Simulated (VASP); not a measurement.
Calculation: r2SCAN meta-GGA, VASP's PBE PAW potentials (set 64) (plane waves; VASP).

Input for VASP

POSCAR:
```
PtSb
1.0
  0.0000000000   3.1754260000   3.1754260000
  3.1754260000   0.0000000000   3.1754260000
  3.1754260000   3.1754260000   0.0000000000
Pt Sb
1 1
Cart
  0.0000000000   0.0000000000   0.0000000000
  1.5877130000   1.5877130000   1.5877130000
```

KPOINTS:
```
Automatic mesh
0
Gamma
9 9 9
0 0 0
```

INCAR:
```
SYSTEM  =  PtSb
PREC  =  Accurate; ENCUT  =  400; LREAL  =  F
LASPH  =  T
EDIFF  =  1E-6; NELM  =  100; ALGO  =  Normal
LMAXMIX  =  6; LMIXTAU  =  T
ISMEAR  =  1; SIGMA  =  0.1
METAGGA  =  R2SCAN
IBRION  =  2; NSW  =  60; ISIF  =  3
EDIFFG  =  -0.01
LWAVE  =  F; LCHARG  =  F
```

POTCAR, in this order: Pt Sb (PBE.64 set). Program: vasp_std.

What VASP printed:

### OSZICAR
```
...
DAV:   1    -0.943749339590E+01   -0.94375E+01   -0.51461E+03   778   0.885E+02
DAV:   2    -0.782717886726E+02   -0.68834E+02   -0.62836E+02   963   0.180E+02
DAV:   3    -0.812883907406E+02   -0.30166E+01   -0.29397E+01   914   0.411E+01
DAV:   4    -0.813205149074E+02   -0.32124E-01   -0.32103E-01   838   0.490E+00
DAV:   5    -0.813210488211E+02   -0.53391E-03   -0.53387E-03   890   0.655E-01    0.505E+00
DAV:   6    -0.770114095619E+02    0.43096E+01   -0.28809E+00   782   0.163E+01    0.329E+00
DAV:   7    -0.770159484935E+02   -0.45389E-02   -0.40519E-01   801   0.599E+00    0.198E+00
DAV:   8    -0.770068551465E+02    0.90933E-02   -0.10018E-01   773   0.244E+00    0.644E-01
DAV:   9    -0.770305242470E+02   -0.23669E-01   -0.35402E-02   770   0.187E+00    0.210E-01
DAV:  10    -0.770304236182E+02    0.10063E-03   -0.17576E-02   819   0.120E+00    0.689E-02
DAV:  11    -0.770383075808E+02   -0.78840E-02   -0.61629E-03   797   0.737E-01    0.218E-02
DAV:  12    -0.770384359866E+02   -0.12841E-03   -0.24837E-04   812   0.149E-01    0.129E-02
DAV:  13    -0.770384465655E+02   -0.10579E-04   -0.11300E-04   808   0.101E-01    0.720E-03
DAV:  14    -0.770384979096E+02   -0.51344E-04   -0.26235E-05   796   0.493E-02    0.160E-03
DAV:  15    -0.770384977780E+02    0.13153E-06   -0.14262E-06   596   0.136E-02
   1 F= -.77038498E+02 E0= -.77038047E+02  d E =-.770385E+02
       N       E                     dE             d eps       ncg     rms          rms(c)
DAV:   1    -0.943550282454E+02   -0.17317E+02   -0.30586E+02   797   0.187E+02    0.416E+01
DAV:   2    -0.778577775201E+02    0.16497E+02   -0.83567E+01   779   0.803E+01    0.115E+01
DAV:   3    -0.772841735964E+02    0.57360E+00   -0.32937E+00   794   0.212E+01    0.679E+00
DAV:   4    -0.767981594298E+02    0.48601E+00   -0.15846E+00   839   0.901E+00    0.209E+00
DAV:   5    -0.769561910271E+02   -0.15803E+00   -0.30370E-01   804   0.475E+00    0.152E+00
DAV:   6    -0.768410794722E+02    0.11511E+00   -0.22194E-01   798   0.395E+00    0.569E-01
DAV:   7    -0.770122002250E+02   -0.17112E+00   -0.87376E-02   778   0.257E+00    0.959E-02
DAV:   8    -0.770165449244E+02   -0.43447E-02   -0.39353E-03   872   0.632E-01    0.277E-02
DAV:   9    -0.770166493388E+02   -0.10441E-03   -0.42254E-04   828   0.243E-01    0.326E-02
DAV:  10    -0.770167829511E+02   -0.13361E-03   -0.11841E-04   797   0.145E-01    0.707E-03
DAV:  11    -0.770168178697E+02   -0.34919E-04   -0.40388E-05   776   0.955E-02    0.202E-03
DAV:  12    -0.770168360646E+02   -0.18195E-04   -0.54013E-06   804   0.357E-02    0.174E-03
DAV:  13    -0.770168365727E+02   -0.50803E-06   -0.30158E-07   457   0.674E-03
   2 F= -.77016837E+02 E0= -.77017311E+02  d E =0.216612E-01
       N       E                     dE             d eps       ncg     rms          rms(c)
DAV:   1    -0.811944823895E+02   -0.41776E+01   -0.68732E+01   779   0.889E+01    0.161E+01
DAV:   2    -0.775753564710E+02    0.36191E+01   -0.17043E+01   770   0.440E+01    0.698E+00
DAV:   3    -0.775679992085E+02    0.73573E-02   -0.49486E-01   788   0.686E+00    0.448E+00
DAV:   4    -0.774909077377E+02    0.77091E-01   -0.21262E-01   835   0.332E+00    0.170E+00
DAV:   5    -0.773907716271E+02    0.10014E+00   -0.14069E-01   778   0.320E+00    0.437E-01
DAV:   6    -0.775227258513E+02   -0.13195E+00   -0.12115E-01   778   0.286E+00    0.290E-01
DAV:   7    -0.775456192221E+02   -0.22893E-01   -0.41187E-03   809   0.694E-01    0.120E-01
DAV:   8    -0.775507883183E+02   -0.51691E-02   -0.23584E-03   822   0.405E-01    0.419E-02
DAV:   9    -0.775520663235E+02   -0.12780E-02   -0.47487E-04   802   0.264E-01    0.701E-03
DAV:  10    -0.775519560431E+02    0.11028E-03   -0.49519E-05   773   0.935E-02    0.135E-02
DAV:  11    -0.775520596756E+02   -0.10363E-03   -0.55539E-05   786   0.107E-01    0.335E-03
DAV:  12    -0.775520880308E+02   -0.28355E-04   -0.89882E-06   866   0.396E-02    0.299E-03
DAV:  13    -0.775520871058E+02    0.92495E-06   -0.23121E-07   397   0.734E-03
   3 F= -.77552087E+02 E0= -.77552414E+02  d E =-.513589E+00
       N       E                     dE             d eps       ncg     rms          rms(c)
DAV:   1    -0.775565246871E+02   -0.44367E-02   -0.64816E-02   785   0.272E+00    0.387E-01
DAV:   2    -0.775530416409E+02    0.34830E-02   -0.23276E-02   782   0.151E+00    0.131E-01
DAV:   3    -0.775528559943E+02    0.18565E-03   -0.11983E-03   779   0.363E-01    0.604E-02
DAV:   4    -0.775527023478E+02    0.15365E-03   -0.39830E-04   821   0.133E-01    0.186E-02
DAV:   5    -0.775527935125E+02   -0.91165E-04   -0.12678E-04   806   0.103E-01    0.136E-02
DAV:   6    -0.775527691854E+02    0.24327E-04   -0.63775E-05   795   0.696E-02    0.963E-03
DAV:   7    -0.775528119650E+02   -0.42780E-04   -0.80327E-06   787   0.269E-02    0.271E-03
DAV:   8    -0.775528174158E+02   -0.54508E-05   -0.26806E-06   861   0.136E-02    0.855E-04
DAV:   9    -0.775528183262E+02   -0.91038E-06   -0.20644E-07   385   0.501E-03
   4 F= -.77552818E+02 E0= -.77553162E+02  d E =-.514321E+00
       N       E                     dE             d eps       ncg     rms          rms(c)
DAV:   1    -0.775550004305E+02   -0.21830E-02   -0.39120E-02   785   0.212E+00    0.300E-01
DAV:   2    -0.775529025357E+02    0.20979E-02   -0.13900E-02   782   0.117E+00    0.101E-01
DAV:   3    -0.775527953524E+02    0.10718E-03   -0.70380E-04   776   0.279E-01    0.474E-02
DAV:   4    -0.775527049191E+02    0.90433E-04   -0.23639E-04   829   0.102E-01    0.145E-02
DAV:   5    -0.775527580738E+02   -0.53155E-04   -0.75329E-05   806   0.795E-02    0.104E-02
DAV:   6    -0.775527440932E+02    0.13981E-04   -0.38591E-05   795   0.540E-02    0.740E-03
DAV:   7    -0.775527697795E+02   -0.25686E-04   -0.48080E-06   787   0.207E-02    0.209E-03
DAV:   8    -0.775527729718E+02   -0.31923E-05   -0.15147E-06   680   0.104E-02    0.677E-04
DAV:   9    -0.775527735614E+02   -0.58957E-06   -0.18746E-07   385   0.435E-03
   5 F= -.77552774E+02 E0= -.77553122E+02  d E =-.514276E+00
       N       E                     dE             d eps       ncg     rms          rms(c)
DAV:   1    -0.775566451527E+02   -0.38722E-02   -0.68395E-02   785   0.280E+00    0.399E-01
DAV:   2    -0.775529524991E+02    0.36927E-02   -0.24144E-02   782   0.154E+00    0.138E-01
DAV:   3    -0.775527678772E+02    0.18462E-03   -0.12209E-03   776   0.365E-01    0.657E-02
DAV:   4    -0.775526109466E+02    0.15693E-03   -0.40239E-04   827   0.134E-01    0.200E-02
DAV:   5    -0.775526858393E+02   -0.74893E-04   -0.13736E-04   811   0.108E-01    0.139E-02
DAV:   6    -0.775526681667E+02    0.17673E-04   -0.76328E-05   801   0.763E-02    0.959E-03
DAV:   7    -0.775527125521E+02   -0.44385E-04   -0.94989E-06   795   0.293E-02    0.260E-03
DAV:   8    -0.775527176148E+02   -0.50627E-05   -0.25496E-06   863   0.133E-02    0.808E-04
DAV:   9    -0.775527181688E+02   -0.55392E-06   -0.23579E-07   385   0.544E-03
   6 F= -.77552718E+02 E0= -.77553059E+02  d E =0.553926E-04
       N       E                     dE             d eps       ncg     rms          rms(c)
DAV:   1    -0.775541221714E+02   -0.14046E-02   -0.22139E-02   785   0.159E+00    0.226E-01
DAV:   2    -0.775529372750E+02    0.11849E-02   -0.78828E-03   782   0.878E-01    0.766E-02
DAV:   3    -0.775528770299E+02    0.60245E-04   -0.39981E-04   776   0.210E-01    0.356E-02
DAV:   4    -0.775528245977E+02    0.52432E-04   -0.13481E-04   829   0.774E-02    0.110E-02
DAV:   5    -0.775528563815E+02   -0.31784E-04   -0.43634E-05   806   0.608E-02    0.793E-03
DAV:   6    -0.775528480220E+02    0.83595E-05   -0.22180E-05   795   0.412E-02    0.558E-03
DAV:   7    -0.775528632493E+02   -0.15227E-04   -0.28095E-06   784   0.160E-02    0.155E-03
DAV:   8    -0.775528650343E+02   -0.17850E-05   -0.83924E-07   505   0.780E-03    0.521E-04
DAV:   9    -0.775528654179E+02   -0.38356E-06   -0.12685E-07   385   0.354E-03
   7 F= -.77552865E+02 E0= -.77553212E+02  d E =-.918565E-04
```

**OUTCAR**
```
------------------------ aborting loop because EDIFF is reached ----------------------------------------
  FORCE on cell =-STRESS in cart. coord.  units (eV):
  Direction    XX          YY          ZZ          XY          YZ          ZX
  --------------------------------------------------------------------------------------
  Total        0.0045785      0.0045785      0.0045785      0.0000000     -0.0000000      0.0000000
  in kB        0.1395334      0.1395334      0.1395334      0.0000000     -0.0000000      0.0000000
  external PRESSURE =       0.1395334 kB  Pullay stress =       0.0000000 kB
  volume of cell :       52.57
      direct lattice vectors                 reciprocal lattice vectors
    -0.000000000  2.973318544  2.973318544    -0.168162271  0.168162271  0.168162271
     2.973318544 -0.000000000  2.973318544     0.168162271 -0.168162271  0.168162271
     2.973318544  2.973318544 -0.000000000     0.168162271  0.168162271 -0.168162271
 POSITION                                       TOTAL-FORCE (eV/Angst)
 -----------------------------------------------------------------------------------
      0.00000      0.00000     -0.00000         0.000000      0.000000      0.000000
      1.48666      1.48666      1.48666        -0.000000     -0.000000     -0.000000
 -----------------------------------------------------------------------------------
    total drift:                                0.000000      0.000000      0.000000
  FREE ENERGIE OF THE ION-ELECTRON SYSTEM (eV)
  ---------------------------------------------------
  free  energy   TOTEN  =       -77.5528654179 eV

  energy  without entropy=      -77.5539044196  energy(sigma->0) =      -77.55321175

 reached required accuracy - stopping structural energy minimisation
```
(Selected blocks of OUTCAR.)

CONTCAR:
```
PtSb
   1.00000000000000
    -0.0000000000000000    2.9733185435827303    2.9733185435827303
     2.9733185435827303   -0.0000000000000000    2.9733185435827303
     2.9733185435827303    2.9733185435827303   -0.0000000000000000
  Pt              Sb
     1     1
Direct
     0.0000000000000000    0.0000000000000000    0.0000000000000000
     0.2500000000000000    0.2500000000000000    0.2500000000000000
```

Energy and stress use the plane-wave basis of the starting cell.

The structure was generated: PtSb was put into the zinc blende type (F-43m), which need not be its known phase. This run relaxes it. Symmetry was kept, so distortions that lower it aren't found. The electron count is odd and the run is not spin-polarised, which forces a metal.
